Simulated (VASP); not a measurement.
Input:

```xyz
4
Lattice="4.0567 0.0000 0.0000 0.0000 4.0567 0.0000 0.0000 0.0000 5.4521" Properties=species:S:1:pos:R:3 pbc="T T T"
Pb     2.0283     0.0000     4.2607
Pb     4.0567     2.0283     1.1914
O      2.0283     2.0283     5.4521
O      4.0567     0.0000     5.4521
```

All values below come from PBE GGA, VASP's PBE PAW potentials (set 64) (plane waves; VASP 6.6.1). Run with 600 eV cut-off, 6×6×4 Γ-centred mesh, Gaussian smearing of 0.050 eV, potentials Pb_d O.

Energy and stress use the plane-wave basis of the starting cell. Without a dispersion term in the relaxation, distances and binding between the weakly bound layers, chains or molecules are unreliable, and so is what depends on them.

The ions, cell shape and volume at an external pressure of 30.0 GPa are relaxed. Give the cell that the relaxation ends in.

```xyz
4
Lattice="4.0113 0.0000 0.0000 0.0000 4.0113 0.0000 0.0000 0.0000 3.5183" Properties=species:S:1:pos:R:3 pbc="T T T"
Pb     2.0057     0.0000     2.4092
Pb     0.0000     2.0057     1.1091
O      2.0057     2.0057     3.5183
O      0.0000     0.0000     0.0000
```
Space group P4/nmm (129), at a tolerance of 0.03 Å.

How do energy and volume change from the first to the last step?

The energy (σ→0) changes by +438.5 meV/atom and the volume by -36.9 %, in 30 ionic steps.

The compound is PbO in the litharge structure. This run relaxes it under an external pressure of 30 GPa. Symmetry was kept, so distortions that lower it aren't found. The k-mesh is coarse (spacing up to 0.45 per Å, 2π included), so the numbers may not be converged in it.
